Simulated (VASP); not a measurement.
**B (relaxed from the bcc structure, space group Im-3m): computed properties**

The numbers are results of PBEsol GGA, VASP's PBE PAW potentials (set 64) (plane waves; VASP), not measurements.

```
Item                                                                   Value
----------------------------------  ----------------------------------------
space group                                                      Im-3m (229)
cell                                a = b = c = 2.2970 Å, α = β = γ = 90.00°
volume per atom                                                 6.06 Å³/atom
band gap (over mesh and band path)  none (metal, semimetal or under 0.01 eV)
density                                                           2.96 g/cm³
```

```xyz
1
Lattice="-1.1485 1.1485 1.1485 1.1485 -1.1485 1.1485 1.1485 1.1485 -1.1485" Properties=species:S:1:pos:R:3 pbc="T T T"
B      0.0000     0.0000     0.0000
```

The structure was generated: B was put into the bcc type (Im-3m), which need not be its known phase. It was relaxed first. Symmetry was kept, so distortions that lower it aren't found.
